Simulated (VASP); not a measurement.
# CsLi2 (P-6m2) in VASP: settings compared

Aim: see how the results for CsLi2 move with the level of theory and the settings. Levels: vdW-DF-cx, rev-vdW-DF2. Tasks: relaxation of cell and atoms.

All numbers are computed with VASP 6.6.1; they aren't measurements. Logs are shortened: lines on timing, memory, paths and dates and some standing lists are left out, and cuts for length are marked.

## (1) The structure

The structure is hexagonal, space group P-6m2 (No. 187). The conventional cell has a = 3.966 Å, b = 3.966 Å, c = 10.028 Å, α = 90.00°, β = 90.00°, γ = 120.00°. Cs (site symmetry -6m2) is surrounded by 6 Cs at 3.97 Å and 6 Li at 4.18 Å. Around Li (site symmetry 3m) lie 1 Li at 3.04 Å.

The cell was built by a generator and needn't be a form met in nature.

## (2) Relaxation of cell and atoms, vdW-DF-cx

The input, INCAR:

```
PREC = Accurate ; ENCUT = 600
EDIFF = 1E-7 ; ISMEAR = -1
SIGMA = 0.05 ; LREAL = False
LASPH = True ; NELM = 80
ALGO = Normal ; ISIF = 3
LWAVE = False ; LCHARG = False
GGA = CX ; LUSE_VDW = True
AGGAC = 0.0 ; IBRION = 2
NSW = 40 ; EDIFFG = -0.01
```

The input, KPOINTS:

```
regular mesh
0
Gamma
  8 8 3
```

The input, POSCAR:

```
CsLi2
1.0
    3.9663300000      0.0000000000      0.0000000000
   -1.9831700000      3.4349500000      0.0000000000
    0.0000000000      0.0000000000     10.0283800000
Cs Li
1 2
Direct
    0.0000000000      0.0000000000      0.0000000000
    0.3333300000      0.6666700000      0.3486300000
    0.3333300000      0.6666700000      0.6513700000
```

Potentials or basis: VASP PAW PBE potentials, release 64 (Cs_sv, Li_sv).

Started as:

```console
$ cat potpaw_PBE.64/Cs_sv/POTCAR potpaw_PBE.64/Li_sv/POTCAR > POTCAR
$ mpirun -np 1 vasp_std > vasp.out
```

OUTCAR:

```text
PREC = Accurate
   ENCUT = 600
   EDIFF = 1E-7
   ISMEAR = -1
   LREAL = False
   LASPH = True
   NELM = 80
   ISIF = 3
   GGA = CX
   IBRION = 2
   NSW = 40
   EDIFFG = -0.01

 ion  position               nearest neighbor table
   1  0.000  0.000  0.000-
   2  0.333  0.667  0.349-
   3  0.333  0.667  0.651-

  LATTYP: Found a hexagonal cell.
 ALAT       =     3.9663300000
 C/A-ratio  =     2.5283776186

  Lattice vectors:

 A1 = (   3.9663300000,   0.0000000000,   0.0000000000)
 A2 = (  -1.9831700000,   3.4349500000,   0.0000000000)
 A3 = (   0.0000000000,   0.0000000000,  10.0283800000)

Analysis of symmetry for initial positions (statically):
=====================================================================
 Subroutine PRICEL returns:
 Original cell was already a primitive cell.

 Routine SETGRP: Setting up the symmetry group for a
 hexagonal supercell.

 Subroutine GETGRP returns: Found  4 space group operations
 (whereof  4 operations were pure point group operations)
 out of a pool of 24 trial point group operations.

The static configuration has the point symmetry C_2v.

Analysis of symmetry for dynamics (positions and initial velocities):
=====================================================================
 Subroutine PRICEL returns:
 Original cell was already a primitive cell.

 Routine SETGRP: Setting up the symmetry group for a
 hexagonal supercell.

 Subroutine GETGRP returns: Found  4 space group operations
 (whereof  4 operations were pure point group operations)
 out of a pool of 24 trial point group operations.

The dynamic configuration has the point symmetry C_2v.

 Subroutine INISYM returns: Found  4 space group operations
 (whereof  4 operations are pure point group operations),
 and found     1 'primitive' translations

----------------------------------------------------------------------------------------

                                     Primitive cell

  volume of cell :     136.6281

  direct lattice vectors                    reciprocal lattice vectors
     3.966330000  0.000000000  0.000000000     0.252122239  0.145562893  0.000000000
    -1.983170000  3.434950000  0.000000000     0.000000000  0.291125053  0.000000000
     0.000000000  0.000000000 10.028380000     0.000000000  0.000000000  0.099717003

  length of vectors
     3.966330000  3.966338961 10.028380000     0.291125710  0.291125053  0.099717003

  position of ions in fractional coordinates (direct lattice)
     0.000000000  0.000000000  0.000000000
     0.333330000  0.666670000  0.348630000
     0.333330000  0.666670000  0.651370000

  ion indices of the primitive-cell ions
   primitive index   ion index
                 1           1
                 2           2
                 3           3

----------------------------------------------------------------------------------------

 KPOINTS: regular mesh

Automatic generation of k-mesh.
 Grid dimensions read from file:
 generate k-points for:    8    8    3

 Generating k-lattice:

  Cartesian coordinates                     Fractional coordinates (reciprocal lattice)
     0.031515280  0.018195362  0.000000000     0.125000000  0.000000000  0.000000000
     0.000000000  0.036390632  0.000000000     0.000000000  0.125000000  0.000000000
     0.000000000  0.000000000  0.033239001     0.000000000  0.000000000  0.333333333

  Length of vectors
     0.036390714  0.036390632  0.033239001

  Shift w.r.t. Gamma in fractional coordinates (k-lattice)
     0.000000000  0.000000000  0.000000000

 Subroutine IBZKPT returns following result:
 ===========================================

 Found     42 irreducible k-points:

 Following reciprocal coordinates:
            Coordinates               Weight
  0.000000  0.000000  0.000000      1.000000
  0.125000  0.000000  0.000000      4.000000
 -0.125000  0.125000  0.000000      2.000000
  0.250000  0.000000  0.000000      4.000000
 -0.250000  0.250000  0.000000      2.000000
  0.375000 -0.000000  0.000000      4.000000
[... 16 lines left out ...]
  0.125000  0.000000  0.333333      8.000000
 -0.125000  0.125000  0.333333      4.000000
 [... further k-points ...]
   k-points           NKPTS =     42   k-points in BZ     NKDIM =     42   number of bands    NBANDS=     11
   number of dos      NEDOS =    301   number of ions     NIONS =      3
   total plane-waves  NPLWV =  81920
   dimension x,y,z NGX =    32 NGY =   32 NGZ =   80
   dimension x,y,z NGXF=    64 NGYF=   64 NGZF=  160
   ions per type =               1   2
   NGX,Y,Z   is equivalent  to a cutoff of  13.41, 13.41, 13.26 a.u.
   NGXF,Y,Z  is equivalent  to a cutoff of  26.83, 26.83, 26.52 a.u.
 SYSTEM =  unknown system
   PREC   = accura    normal or accurate (medium, high low for compatibility)
   ISTART =      0    job   : 0-new  1-cont  2-samecut
   ICHARG =      2    charge: 1-file 2-atom 10-const
   ISPIN  =      1    spin polarized calculation?
   LNONCOLLINEAR =      F non collinear calculations
   LSORBIT =      F    spin-orbit coupling
   LASPH  =      T    aspherical Exc in radial PAW
   ENCUT  =  600.0 eV  44.10 Ry    6.64 a.u.   7.92  7.92 20.03*2*pi/ulx,y,z
   NELM   =     80;   NELMIN=  2; NELMDL= -5     # of ELM steps
   EDIFF  = 0.1E-06   stopping-criterion for ELM
   LREAL  =      F    real-space projection
   EDIFFG = -.1E-01   stopping-criterion for IOM
   NSW    =     40    number of steps for IOM
   IBRION =      2    ionic relax: 0-MD 1-quasi-New 2-CG
   NFREE  =      1    steps in history (QN), initial steepest desc. (CG)
   ISIF   =      3    stress and relaxation
   ISYM   =      2    0-nonsym 1-usesym 2-fastsym
   POTIM  = 0.5000    time-step for ionic-motion
   TEBEG  =    0.0;   TEEND  =   0.0 temperature during run
   PSTRESS=    0.0 pullay stress
   NELECT =      15.0000    total number of electrons
   NUPDOWN=      -1.0000    fix difference up-down
   EMIN   =  10.00;   EMAX   =-10.00  energy-range for DOS
   EFERMI =   0.00;   METHOD = LEGACY
   ISMEAR =    -1;   SIGMA  =   0.05  broadening in eV -4-tet -1-fermi 0-gaus
   EFERMI_NEDOS =   21; number of points for ismear=-14 and -15
   IALGO  =     38    algorithm
   IMIX   =      4    mixing-type and parameters
     AMIX     =   0.40;   BMIX     =  1.00
     AMIX_MAG =   1.60;   BMIX_MAG =  1.00
  volume/ion in A,a.u.               =      45.54       307.34
  Fermi-wavevector in a.u.,A,eV,Ry     =   0.783896  1.481349  8.360689  0.614493
  Thomas-Fermi vector in A             =   1.887918
   LORBIT       =      0    0 simple, 1 ext, 2 COOP (PROOUT), +10 PAW based schemes
   GGA     = CX    functional components
   LHFCALC =     F    Hartree Fock is set to
   AEXX    =    0.0000 exact exchange contribution
   IVDW_NL    =     1    kernel type
   BPARAM     = 6.3000
   IVDW    =     0    specifies the selected vdW correction
   LEPSILON=     F    determine dielectric tensor
   LRPA    =     F    only Hartree local field effects (RPA)
 conjugate gradient relaxation of ions
 non-spin polarized calculation
  energy-cutoff  :      600.00
  volume of cell :      136.63
 maximum number of plane-waves:      4579
   NGX = 15   NGY = 15   NGZ = 41

--------------------------------------- Ionic step        1  -------------------------------------------

 number of electron      14.9999995 magnetization

 Free energy of the ion-electron system (eV)
  ---------------------------------------------------
  ext. energy  EPLUGINS =         0.00000000
  ---------------------------------------------------
  free energy    TOTEN  =         1.06608493 eV

  energy without entropy =        1.08584463  energy(sigma->0) =        1.07596478

------------------------ aborting loop because EDIFF is reached ----------------------------------------

  FORCE on cell =-STRESS in cart. coord.  units (eV):
  Direction    XX          YY          ZZ          XY          YZ          ZX
  --------------------------------------------------------------------------------------
  -------------------------------------------------------------------------------------
  Total       -0.2578085     -0.2578121     -0.1880874     -0.0000018      0.0000000      0.0000000
  in kB       -3.0232057     -3.0232487     -2.2056176     -0.0000215      0.0000000      0.0000000
  external PRESSURE =      -2.7506907 kB  Pullay stress =       0.0000000 kB

 VOLUME and BASIS-vectors are now :
 -----------------------------------------------------------------------------
  energy-cutoff  :      600.00
  volume of cell :      136.63
      direct lattice vectors                 reciprocal lattice vectors
     3.966330000  0.000000000  0.000000000     0.252122239  0.145562893  0.000000000
    -1.983170000  3.434950000  0.000000000     0.000000000  0.291125053  0.000000000
     0.000000000  0.000000000 10.028380000     0.000000000  0.000000000  0.099717003
[... 243 lines left out ...]
  FREE ENERGIE OF THE ION-ELECTRON SYSTEM (eV)
  ---------------------------------------------------
  free  energy   TOTEN  =         1.0561162364 eV

  energy  without entropy=        1.0760036644  energy(sigma->0) =        1.06605995

Total vdW correction in eV:      3.6419470

--------------------------------------- Ionic step        8  -------------------------------------------

 number of electron      15.0000001 magnetization

 Free energy of the ion-electron system (eV)
  ---------------------------------------------------
  ext. energy  EPLUGINS =         0.00000000
  ---------------------------------------------------
  free energy    TOTEN  =         1.05600023 eV

  energy without entropy =        1.07619786  energy(sigma->0) =        1.06609904

 E-fermi :   0.8262     XC(G=0):  -6.6267

 val. band max:        0.7951608408   @ k =   0.3750  -0.0000   0.0000
 cond. band min:       0.8663057946   @ k =   0.5000   0.5000   0.0000
 fundamental gap:      0.0711449538
 Fermi energy:         0.8262200307

 k-point     1 :       0.0000    0.0000    0.0000
  band No.  band energies     occupation
      1     -46.4411      2.00000
      2     -46.4378      2.00000
      3     -23.1941      2.00000
      4      -9.9210      2.00000
      5      -9.0377      2.00000
      6      -9.0377      2.00000
      7      -1.5815      2.00000
      8       0.0318      2.00000
      9       0.1970      1.99999
     10       1.8333      0.00000
     11       4.1234      0.00000

 k-point     2 :       0.1250    0.0000    0.0000
  band No.  band energies     occupation
      1     -46.4411      2.00000
      2     -46.4378      2.00000
      3     -23.1530      2.00000
      4      -9.8640      2.00000
      5      -9.3801      2.00000
      6      -9.1088      2.00000
      7      -1.3635      2.00000
      8       0.2965      1.99995
      9       0.4038      1.99957
     10       2.1614      0.00000
     11       3.5505      0.00000
[... 295 lines left out ...]
 k-point    24 :      -0.1250    0.1250    0.3333
  band No.  band energies     occupation
      1     -46.4411      2.00000
      2     -46.4377      2.00000
      3     -23.1530      2.00000
      4      -9.8641      2.00000
      5      -9.3801      2.00000
      6      -9.1088      2.00000
      7      -1.1790      2.00000
      8      -0.4974      2.00000
      9       1.2788      0.00023
     10       1.9500      0.00000
     11       3.5417      0.00000

 [... further k-points ...]

------------------------ aborting loop because EDIFF is reached ----------------------------------------

  FORCE on cell =-STRESS in cart. coord.  units (eV):
  Direction    XX          YY          ZZ          XY          YZ          ZX
  --------------------------------------------------------------------------------------
  -------------------------------------------------------------------------------------
  Total        0.0041162      0.0041176     -0.0038692      0.0000012      0.0000000      0.0000000
  in kB        0.0521842      0.0522018     -0.0490519      0.0000150      0.0000000      0.0000000
  external PRESSURE =       0.0184447 kB  Pullay stress =       0.0000000 kB

 VOLUME and BASIS-vectors are now :
 -----------------------------------------------------------------------------
  energy-cutoff  :      600.00
  volume of cell :      126.38
      direct lattice vectors                 reciprocal lattice vectors
     3.840906407  0.000001141  0.000000000     0.260355167  0.150316104  0.000000000
    -1.920457057  3.326329668  0.000000000    -0.000000089  0.300631605  0.000000000
     0.000000000  0.000000000  9.891767602     0.000000000  0.000000000  0.101094166

 POSITION                                       TOTAL-FORCE (eV/Angst)
 -----------------------------------------------------------------------------------
      3.84090      0.00000      0.00000        -0.000003      0.000001     -0.000000
     -0.00002      2.21756      3.44272         0.000001     -0.000001     -0.001524
     -0.00002      2.21756      6.44904         0.000001     -0.000001      0.001524
 -----------------------------------------------------------------------------------
    total drift:                                0.000000     -0.000003     -0.000000

  FREE ENERGIE OF THE ION-ELECTRON SYSTEM (eV)
  ---------------------------------------------------
  free  energy   TOTEN  =         1.0560002285 eV

  energy  without entropy=        1.0761978587  energy(sigma->0) =        1.06609904

Total vdW correction in eV:      3.6399700

 reached required accuracy - stopping structural energy minimisation
```

Wall time 11 min (1 thread of Intel Xeon 6975P-C (Granite Rapids), shared host); peak memory 0.71 GiB.

What came out:

- Free energy: 1.0560 eV
- Relaxed volume: 42.13 Å³/atom
- Relaxed cell: a = 3.841 Å, b = 3.841 Å, c = 9.892 Å, α = 90.00°, β = 90.00°, γ = 120.00°
- Space group after relaxing (to 0.05 Å): P-6m2 (No. 187)
- Energy gained by relaxing: 3.4 meV/atom
- Ionic steps: 8
- Pressure after relaxing: 0.0 GPa
- Band gap on the k mesh: none (metal or under the smearing width)

Step by step:
| step | energy change (eV) | largest force (eV/Å) | pressure (GPa) | volume (Å³) |
| --- | --- | --- | --- | --- |
| 1 | 0.0000 | 0.0160 | -0.28 | 136.63 |
| 2 | -0.0026 | 0.0145 | -0.24 | 135.09 |
| 3 | -0.0080 | 0.0088 | -0.12 | 130.54 |
| 4 | -0.0066 | 0.0076 | 0.22 | 121.74 |
| 5 | -0.0096 | 0.0030 | 0.00 | 126.92 |
| 6 | -0.0096 | 0.0025 | 0.01 | 126.65 |
| 7 | -0.0100 | 0.0021 | 0.01 | 126.52 |
| 8 | -0.0101 | 0.0015 | 0.00 | 126.38 |

Final structure:
```
Cs Li
1.0
     3.84091    0.00000    0.00000
    -1.92046    3.32633    0.00000
     0.00000    0.00000    9.89177
Cs Li
1 2
Direct
  0.00000 0.00000 0.00000
  0.33333 0.66667 0.34804
  0.33333 0.66667 0.65196
```

Caveat: the cutoff is under 1.25 times the usual one of these potentials, so pressure, stress and relaxed cells hold a basis-set (Pulay) error; the PAW data sets were made with another functional, which shifts forces and pressure a little. The run has no spin-orbit coupling, so splittings on Cs are missing.

## (3) Relaxation of cell and atoms, rev-vdW-DF2

The input, INCAR:

```
PREC = Accurate ; ENCUT = 600
EDIFF = 1E-7 ; ISMEAR = -1
SIGMA = 0.05 ; LREAL = False
LASPH = True ; NELM = 80
ALGO = Normal ; ISIF = 3
LWAVE = False ; LCHARG = False
GGA = MK ; LUSE_VDW = True
AGGAC = 0.0 ; PARAM1 = 0.1234
PARAM2 = 0.711357 ; ZAB_VDW = -1.8867
IBRION = 2 ; NSW = 40
EDIFFG = -0.01
```

KPOINTS is that of step 2.

POSCAR is that of step 2.

Potentials or basis: VASP PAW PBE potentials, release 64 (Cs_sv, Li_sv).

Started as:

```console
$ cat potpaw_PBE.64/Cs_sv/POTCAR potpaw_PBE.64/Li_sv/POTCAR > POTCAR
$ mpirun -np 1 vasp_std > vasp.out
```

It took 15 min on 1 thread of Intel Xeon 6975P-C (Granite Rapids), shared host; peak memory 0.72 GiB.

Results (log left out):

```
Free energy                            : 0.5243 eV
Relaxed volume                         : 42.51 Å³/atom
Relaxed cell                           : a = 3.865 Å, b = 3.865 Å, c = 9.859 Å, α = 90.00°, β = 90.00°, γ = 120.00°
Space group after relaxing (to 0.05 Å) : P-6m2 (No. 187)
Energy gained by relaxing              : 2.5 meV/atom
Ionic steps                            : 8
Pressure after relaxing                : 0.0 GPa
Band gap on the k mesh                 : none (metal or under the smearing width)
```

The path:
```csv
step,energy change (eV),largest force (eV/Å),pressure (GPa),volume (Å³)
1,0.0000,0.0108,-0.25,136.63
2,-0.0021,0.0097,-0.22,135.21
3,-0.0061,0.0049,-0.09,131.03
4,-0.0022,0.0112,0.24,122.93
5,-0.0068,0.0015,-0.02,128.88
6,-0.0068,0.0011,-0.01,128.68
7,-0.0072,0.0006,-0.01,128.28
8,-0.0075,0.0005,0.01,127.52
```

Final structure:
```
Cs Li
1.0
     3.86454   -0.00006    0.00000
    -1.93233    3.34677    0.00000
     0.00000    0.00000    9.85948
Cs Li
1 2
Direct
  0.00000 0.00000 0.00000
  0.33333 0.66667 0.34827
  0.33333 0.66667 0.65173
```

Levels at points of the mesh, in eV from the Fermi level:
```
           k point  band 4  band 5  band 6  band 7  band 8  band 9  band 10  band 11
(0.00, 0.00, 0.00)  -10.73   -9.88   -9.88   -2.40   -0.81   -0.61     1.01     3.26
(0.50, 0.00, 0.00)  -11.75  -10.33  -10.31   -0.17    0.05    0.49     1.13     1.86
(0.50, 0.50, 0.00)  -11.75  -10.33  -10.31   -0.17    0.05    0.49     1.13     1.86
```

Caveat: the cutoff is under 1.25 times the usual one of these potentials, so pressure, stress and relaxed cells hold a basis-set (Pulay) error; the PAW data sets were made with another functional, which shifts forces and pressure a little. Spin-orbit coupling is left out, which matters for the levels of Cs.
